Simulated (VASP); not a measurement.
Method: PBEsol GGA, VASP's PBE PAW potentials (set 64) (plane waves; VASP). For the first row: Run with 400 eV cut-off, 7×10×6 Γ-centred mesh, tetrahedra with Blöchl corrections, potentials Co Ni As.

| system | energy (eV/atom) |
|---|---|
| CoNiAs4 (space group P2/m) | -6.0535 |
| Co (hcp) | -7.7381 |
| Ni (fcc) | -6.1369 |
| As (a7) | -5.1080 |

The references are the elements' solids at the same level; no temperature or zero-point terms are added.

### Question
What is the formation energy per atom of CoNiAs4?

### Answer
The references average (1×(-7.7381) + 1×(-6.1369) + 4×(-5.1080))/6 = -5.7178 eV, so the formation energy is -6.0535 − (-5.7178) = -0.336 eV/atom.
